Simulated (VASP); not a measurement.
Given:

```
CELL_PARAMETERS angstrom
      4.15261     0.00000     0.00000
      0.00000     4.15261     0.00000
      0.00000     0.00000     4.15261
ATOMIC_POSITIONS crystal
  La 0.99806 0.99790 0.00376
  B  0.79995 0.50165 0.50041
  B  0.19945 0.50018 0.49502
  B  0.49983 0.79580 0.50063
  B  0.50505 0.19858 0.50001
  B  0.49532 0.50294 0.80185
  B  0.50234 0.50294 0.19831
```

Calculation: PBE GGA, VASP's PBE PAW potentials (set 64) (plane waves; VASP). Run with 400 eV cut-off, 6×6×6 Γ-centred mesh, Fermi-Dirac smearing of 0.050 eV, potentials La B.

At this cut-off the stress carries a Pulay error, which pulls relaxed volumes low.

The ions, cell shape and volume are relaxed. Predict the relaxed structure.

```
CELL_PARAMETERS angstrom
      4.15500    -0.00022    -0.00013
     -0.00022     4.15518    -0.00010
     -0.00013    -0.00010     4.15525
ATOMIC_POSITIONS crystal
  La 0.00001 0.00000 0.99999
  B  0.80030 0.50008 0.50012
  B  0.19971 0.50003 0.50003
  B  0.49987 0.80029 0.49991
  B  0.49991 0.19971 0.49994
  B  0.50006 0.49993 0.80031
  B  0.50014 0.49996 0.19971
```
Space group Pm-3m (221), at a tolerance of 0.03 Å.

How do energy and volume change from the first to the last step?

The energy (σ→0) changes by -3.2 meV/atom and the volume by +0.2 %, in 11 ionic steps.

The structure comes from a computed database's LaB6 entry; how it stands against other phases isn't given here. In the starting cell atoms are displaced from their ideal sites. This run relaxes it. The run is one of a series of settings (EDIFFG = -0.01, IBRION = 2, ISIF = 3, NSW = 50 against the base run), some of them coarse on purpose. The electron count is odd and the run is not spin-polarised, which forces a metal.
